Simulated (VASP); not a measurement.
Data:

```
BP
1.0
    0.00000     2.26342     2.26342
    2.26342     0.00000     2.26342
    2.26342     2.26342     0.00000
B P
1 1
Direct
  0.00000   0.00000   0.00000
  0.25000   0.25000   0.25000
```

These are r2SCAN+rVV10, VASP's PBE PAW potentials (set 64) (plane waves; VASP) values and carry that method's errors. Run with 520 eV cut-off, 11×11×11 Γ-centred mesh, tetrahedra with Blöchl corrections, potentials B P.

Q: What does the run give for the energy per atom (σ→0), band gap (over mesh and band path) with the smallest direct gap where there is one?

A: 
| Property | Result |
|---|---|
| band gap (over mesh and band path) | 1.42 eV |
| smallest direct gap (over mesh and band path) | 3.65 eV |
| energy per atom (σ→0) | -8.613 eV/atom |

Only differences to runs with the same potentials and settings are physical.

The structure comes from a measured BP entry (F-43m) of the Crystallography Open Database, whose conditions weren't checked. It was relaxed first.
